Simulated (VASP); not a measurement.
Here is the system:

```
ZnS
1.0
    0.00000     2.65120     2.65120
    2.65120     0.00000     2.65120
    2.65120     2.65120     0.00000
Zn S
1 1
Cartesian
  0.00000   0.00000   0.00000
  1.32560   1.32560   1.32560
```

The numbers are results of LDA (Ceperley-Alder, Perdew-Zunger), VASP's LDA PAW potentials (set 64) (plane waves; VASP 6.6.1), not measurements. Settings: 520 eV cut-off, 10×10×10 Γ-centred mesh, tetrahedra with Blöchl corrections, potentials Zn S.

Problem. What does the run give for the energy per atom (σ→0), band gap (on the k-mesh) with the smallest direct gap where there is one?

Solution. 
- band gap (on the k-mesh) = 2.15 eV
- smallest direct gap (on the k-mesh) = 2.15 eV
- energy per atom (σ→0) = -4.104 eV/atom

The absolute energy has meaning only against runs of the same code, potentials and settings.

The compound is ZnS in the zinc blende structure. It was relaxed first, which changed the volume by -6 %.
